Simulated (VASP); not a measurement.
VASP input:

**KPOINTS**
```
Automatic mesh
0
Gamma
6 6 6
0 0 0
```

**POSCAR**
```
GaAs
1
    0.0000000000     2.8250000000     2.8250000000
    2.8250000000     0.0000000000     2.8250000000
    2.8250000000     2.8250000000     0.0000000000
Ga As
1 1
Direct
  0.0000000000   0.0000000000   0.0000000000
  0.2500000000   0.2500000000   0.2500000000
```

INCAR:
```
SYSTEM = GaAs
PREC = Accurate
ENCUT = 180
EDIFF = 1E-6
NELM = 100
ALGO = Normal
LREAL = .FALSE.
LASPH = .TRUE.
ISMEAR = 0
SIGMA = 0.05
GGA = PE
LMAXMIX = 4
LWAVE = .FALSE.
LCHARG = .FALSE.
ISIF = 3
IBRION = 2
NSW = 40
EDIFFG = -0.01
```

POTCAR, in this order: Ga_d As (PBE.64 set). Program: vasp_std.

The run wrote:

**standard output**
```
...
DAV:   9    -0.836027345716E+01   -0.23337E-04   -0.75275E-05   461   0.916E-02    0.113E-02
DAV:  10    -0.836025099397E+01    0.22463E-04   -0.49366E-05   451   0.834E-02    0.546E-03
DAV:  11    -0.836024825906E+01    0.27349E-05   -0.47221E-06   481   0.364E-02    0.156E-03
DAV:  12    -0.836024817588E+01    0.83181E-07   -0.62406E-07   233   0.106E-02
   3 F= -.83602482E+01 E0= -.83602482E+01  d E =-.147282E+01
 ZBRENT: interpolating
 bond charge predicted
       N       E                     dE             d eps       ncg     rms          rms(c)
DAV:   1    -0.852096235291E+01   -0.16071E+00   -0.11551E+00   541   0.188E+01    0.168E+00
DAV:   2    -0.845665094495E+01    0.64311E-01   -0.10031E-01   496   0.721E+00    0.786E-01
DAV:   3    -0.843864329884E+01    0.18008E-01   -0.18702E-02   556   0.269E+00    0.172E-01
DAV:   4    -0.843713919342E+01    0.15041E-02   -0.19592E-03   431   0.576E-01    0.528E-02
DAV:   5    -0.843698365538E+01    0.15554E-03   -0.98362E-05   481   0.126E-01    0.195E-02
DAV:   6    -0.843697814886E+01    0.55065E-05   -0.90355E-06   579   0.363E-02    0.913E-03
DAV:   7    -0.843697831972E+01   -0.17086E-06   -0.73903E-07   268   0.124E-02
   4 F= -.84369783E+01 E0= -.84369783E+01  d E =-.154955E+01
 ZBRENT: interpolating
 bond charge predicted
       N       E                     dE             d eps       ncg     rms          rms(c)
DAV:   1    -0.860273672528E+01   -0.16576E+00   -0.17555E+00   541   0.240E+01    0.211E+00
DAV:   2    -0.850191513437E+01    0.10082E+00   -0.16079E-01   501   0.997E+00    0.974E-01
DAV:   3    -0.847448523724E+01    0.27430E-01   -0.26736E-02   556   0.337E+00    0.224E-01
DAV:   4    -0.847203003795E+01    0.24552E-02   -0.30445E-03   441   0.710E-01    0.655E-02
DAV:   5    -0.847179906264E+01    0.23098E-03   -0.14064E-04   486   0.152E-01    0.251E-02
DAV:   6    -0.847178948235E+01    0.95803E-05   -0.13949E-05   574   0.446E-02    0.117E-02
DAV:   7    -0.847178970982E+01   -0.22747E-06   -0.10626E-06   308   0.139E-02
   5 F= -.84717897E+01 E0= -.84717897E+01  d E =-.158436E+01
 ZBRENT: interpolating
 bond charge predicted
       N       E                     dE             d eps       ncg     rms          rms(c)
DAV:   1    -0.847394897201E+01   -0.21595E-02   -0.33206E-02   541   0.345E+00    0.286E-01
DAV:   2    -0.847208337521E+01    0.18656E-02   -0.28414E-03   496   0.122E+00    0.134E-01
DAV:   3    -0.847156294397E+01    0.52043E-03   -0.55660E-04   556   0.493E-01    0.286E-02
DAV:   4    -0.847151970903E+01    0.43235E-04   -0.57000E-05   436   0.108E-01    0.875E-03
DAV:   5    -0.847151594337E+01    0.37657E-05   -0.27430E-06   448   0.208E-02    0.382E-03
DAV:   6    -0.847151578916E+01    0.15421E-06   -0.39705E-07   213   0.949E-03
   6 F= -.84715158E+01 E0= -.84715158E+01  d E =-.158409E+01
 ZBRENT: accuracy reached
 bond charge predicted
       N       E                     dE             d eps       ncg     rms          rms(c)
DAV:   1    -0.849187450051E+01   -0.20359E-01   -0.32538E-01   531   0.109E+01    0.879E-01
DAV:   2    -0.847402965477E+01    0.17845E-01   -0.26149E-02   491   0.343E+00    0.419E-01
DAV:   3    -0.846889353075E+01    0.51361E-02   -0.58764E-03   556   0.157E+00    0.839E-02
DAV:   4    -0.846847439905E+01    0.41913E-03   -0.54850E-04   431   0.354E-01    0.276E-02
DAV:   5    -0.846843235066E+01    0.42048E-04   -0.28862E-05   471   0.675E-02    0.122E-02
DAV:   6    -0.846842950652E+01    0.28441E-05   -0.53269E-06   461   0.365E-02    0.534E-03
DAV:   7    -0.846842962347E+01   -0.11695E-06   -0.24154E-07   213   0.882E-03
   7 F= -.84684296E+01 E0= -.84684296E+01  d E =0.308617E-02
 trial-energy change:    0.003086  1 .order    0.003073   -0.002805    0.008951
 bond charge predicted
       N       E                     dE             d eps       ncg     rms          rms(c)
DAV:   1    -0.848554063838E+01   -0.17111E-01   -0.18638E-01   541   0.808E+00    0.678E-01
DAV:   2    -0.847503142848E+01    0.10509E-01   -0.16117E-02   496   0.293E+00    0.318E-01
DAV:   3    -0.847210577954E+01    0.29256E-02   -0.30707E-03   556   0.115E+00    0.687E-02
DAV:   4    -0.847185744973E+01    0.24833E-03   -0.31696E-04   441   0.249E-01    0.209E-02
DAV:   5    -0.847183447313E+01    0.22977E-04   -0.15206E-05   481   0.491E-02    0.891E-03
DAV:   6    -0.847183336896E+01    0.11042E-05   -0.21081E-06   363   0.204E-02    0.400E-03
DAV:   7    -0.847183334448E+01    0.24480E-07   -0.10012E-07   208   0.472E-03
   8 F= -.84718333E+01 E0= -.84718333E+01  d E =-.317555E-03
 reached required accuracy - stopping structural energy minimisation
```

OUTCAR:
```
------------------------ aborting loop because EDIFF is reached ----------------------------------------
  FORCE on cell =-STRESS in cart. coord.  units (eV):
  Direction    XX          YY          ZZ          XY          YZ          ZX
  --------------------------------------------------------------------------------------
  Total       -0.0002948     -0.0002948     -0.0002948     -0.0000000      0.0000000     -0.0000000
  in kB       -0.0128246     -0.0128246     -0.0128246     -0.0000000      0.0000000     -0.0000000
  external PRESSURE =      -0.0128246 kB  Pullay stress =       0.0000000 kB
  volume of cell :       36.83
      direct lattice vectors                 reciprocal lattice vectors
    -0.000000000  2.640615328  2.640615328    -0.189349806  0.189349806  0.189349806
     2.640615328  0.000000000  2.640615328     0.189349806 -0.189349806  0.189349806
     2.640615328  2.640615328  0.000000000     0.189349806  0.189349806 -0.189349806
  FREE ENERGIE OF THE ION-ELECTRON SYSTEM (eV)
  ---------------------------------------------------
  free  energy   TOTEN  =        -8.4718333445 eV

  energy  without entropy=       -8.4718333445  energy(sigma->0) =       -8.47183334

 reached required accuracy - stopping structural energy minimisation
```
(Selected blocks of OUTCAR.)

Problem. Read input and log: which fault does this run have?
(A) ENCUT is too low for a cell relaxation, so Pulay stress biases the volume
(B) simple mixing (IMIX = 1) with AMIX above 1 overshoots
(C) NSW = 0, so the ions never move
(D) ICHARG = 11 asks for a fixed density, but there is no CHGCAR

Solution. A, ENCUT is too low for a cell relaxation, so Pulay stress biases the volume. The run ends without an error. Against the sound run, the energy per atom (σ→0) drops by 0.113 eV/atom; the pressure falls by 0.06 GPa; the band gap increases by 0.83 eV; the volume shrinks by 22 %.

To mend it, set ENCUT = 400.

The mended run (PBE GGA, plane waves, VASP's PBE PAW potentials (set 64)) converges, and its OSZICAR ends with
```
   3 F= -.82467942E+01 E0= -.82467797E+01  d E =-.229348E-01
```

The compound is GaAs in the zinc blende structure.
